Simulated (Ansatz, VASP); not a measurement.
# GaSi: VASP beside Ansatz

```
CELL_PARAMETERS angstrom
5.31215 0.00000 0.00000
0.00000 3.53869 0.00000
0.00000 0.00000 7.61577
ATOMIC_POSITIONS crystal
Ga 0.98532 0.25000 0.82899
Ga 0.51468 0.75000 0.32899
Ga 0.48532 0.25000 0.67101
Ga 0.01468 0.75000 0.17101
Si 0.12843 0.25000 0.43460
Si 0.37157 0.75000 0.93460
Si 0.62843 0.25000 0.06540
Si 0.87157 0.75000 0.56540
```

Alike in both runs: functional PBE; k mesh 8 × 10 × 6; occupations gaussian, width 0.1 eV; no spin polarisation.

Ansatz relaxed the structure, and its values are those at the end. VASP's run is a single point on that final structure, the one shown.

```csv
,VASP,Ansatz
version,VASP 6.6.1,Ansatz 0.2.0
potentials or method,"VASP PAW PBE potentials, release 64 (Ga_d, Si)","scalar-relativistic, plane waves, PAW"
plane-wave cutoff (eV),520,420
valence electrons in the cell,68,68
```

|  | VASP | Ansatz | Ansatz less VASP |
| --- | --- | --- | --- |
| gap on the k mesh at the Fermi level (eV) | none | none | - |
| pressure (GPa) | 0.0 | 0.0 | -0.05 |

A gap of «none» marks a metal or a gap that the smearing closes. The functional is the same, so the differences come from potentials, cutoffs and numerics.
